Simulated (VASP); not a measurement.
Level of theory: LDA (Ceperley-Alder, Perdew-Zunger) with D2 dispersion, VASP's LDA PAW potentials (set 64) (plane waves; VASP).

VASP input:

File KPOINTS:
```
K-points
0
Gamma
  3 2 1
0 0 0
```

INCAR:
```
! general
SYSTEM  = SnTe
PREC    = Accurate
ENCUT   = 300
LREAL   = Auto
LASPH   = .TRUE.

! electronic loop
EDIFF   = 1E-6
NELM    = 100
ALGO    = Normal
LMAXMIX = 4

! smearing
ISMEAR  = -1
SIGMA   = 0.05

! functional
IVDW    = 10

! ions
ISIF    = 2

! output
LWAVE   = .FALSE.
LCHARG  = .FALSE.

! other
LDIPOL  = .TRUE.
IDIPOL  = 3
DIPOL   = 0.5 0.5 0.5
```

**POSCAR**
```
SnTe
1
    6.3518780000     0.0000000000     0.0000000000
    0.0000000000     8.9829120000     0.0000000000
    0.0000000000     0.0000000000    20.7581000000
Sn Te
8 8
Direct
  0.0000000000   0.6250000000   0.4457390000
  0.5000000000   0.3750000000   0.3372180000
  0.5000000000   0.8750000000   0.3372180000
  0.0000000000   0.1250000000   0.4457390000
  0.0000000000   0.1250000000   0.6627820000
  0.5000000000   0.8750000000   0.5542610000
  0.5000000000   0.3750000000   0.5542610000
  0.0000000000   0.6250000000   0.6627820000
  0.0000000000   0.8750000000   0.3372180000
  0.5000000000   0.1250000000   0.4457390000
  0.5000000000   0.6250000000   0.4457390000
  0.0000000000   0.3750000000   0.3372180000
  0.0000000000   0.3750000000   0.5542610000
  0.5000000000   0.6250000000   0.6627820000
  0.5000000000   0.1250000000   0.6627820000
  0.0000000000   0.8750000000   0.5542610000
```

POTCAR, in this order: Sn_d Te (LDA.64 set). Program: vasp_std.

Output

stdout:
```
 POSCAR found type information on POSCAR SnTe
 POSCAR found :  2 types and      16 ions
 Reading from existing POTCAR
 Reading from existing POTCAR

 -----------------------------------------------------------------------------
|                                                                             |
|     EEEEEEE  RRRRRR   RRRRRR   OOOOOOO  RRRRRR      ###     ###     ###     |
|     E        R     R  R     R  O     O  R     R     ###     ###     ###     |
|     E        R     R  R     R  O     O  R     R     ###     ###     ###     |
|     EEEEE    RRRRRR   RRRRRR   O     O  RRRRRR       #       #       #      |
|     E        R   R    R   R    O     O  R   R                               |
|     E        R    R   R    R   O     O  R    R      ###     ###     ###     |
|     EEEEEEE  R     R  R     R  OOOOOOO  R     R     ###     ###     ###     |
|                                                                             |
|     vdw_forces_G: ERROR unsupported xc-functional:                          |
|      please define parameter VDW_SR for this functional                     |
|                                                                             |
|       ---->  I REFUSE TO CONTINUE WITH THIS SICK JOB ... BYE!!! <----       |
|                                                                             |
 -----------------------------------------------------------------------------
```

VASP stops with an error: vdw_forces_G: ERROR unsupported xc-functional: please define parameter VDW_SR for this functional ----> I REFUSE TO CONTINUE WITH THIS SICK JOB ... BYE!!! <----

The cell holds a wide vacuum, so values per volume refer to the whole cell.

The cell is a sheet with vacuum, built from a database entry that may be metastable or hypothetical.
